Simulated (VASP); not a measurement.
Runs of VASP 6.6.1 on Ge. It takes space group Fd-3m (No. 227, cubic). Conventional cell: a = 5.674 Å, b = 5.674 Å, c = 5.674 Å, α = 90.00°, β = 90.00°, γ = 90.00°. Ge (site symmetry -43m) is surrounded by 4 Ge at 2.46 Å. 

| level | potentials or basis | k mesh | cutoff (eV) | smearing | gap on the mesh (eV) | pressure (GPa) |
| --- | --- | --- | --- | --- | --- | --- |
| PBEsol | VASP PAW PBE potentials, release 64 (Ge_d) | 14 × 14 × 14 | 520 | gaussian 0.5 eV | none | 0.0 |
| PBEsol | VASP PAW PBE potentials, release 64 (Ge_d) | 14 × 14 × 14 | 700 | gaussian 0.1 eV | none | 0.0 |
| PBEsol | VASP PAW PBE potentials, release 64 (Ge_d) | 20 × 20 × 20 | 520 | gaussian 0.1 eV | none | -0.4 |
| r2SCAN | VASP PAW PBE potentials, release 64 (Ge_d) | 14 × 14 × 14 | 520 | gaussian 0.1 eV | (a) | 0.1 |
| PBEsol | VASP PAW PBE potentials, release 64 (Ge_h) | 14 × 14 × 14 | 900 | gaussian 0.1 eV | none | 0.0 |

Alike in all rows: task single point; no spin polarisation; cell as given.

Q: Fill in the values left out.

A: (a) 0.32.

Caveats: the PAW data sets were made with another functional, which shifts forces and pressure a little; this crystal is a semiconductor, whose small gap the functional closes, so the metal is an error of the method (some runs).

A k mesh can miss the band edges, and the runs leave out spin-orbit coupling on Ge.

A gap of «none» marks a metal or a gap under the smearing width.

Not every run made on this cell is shown here.
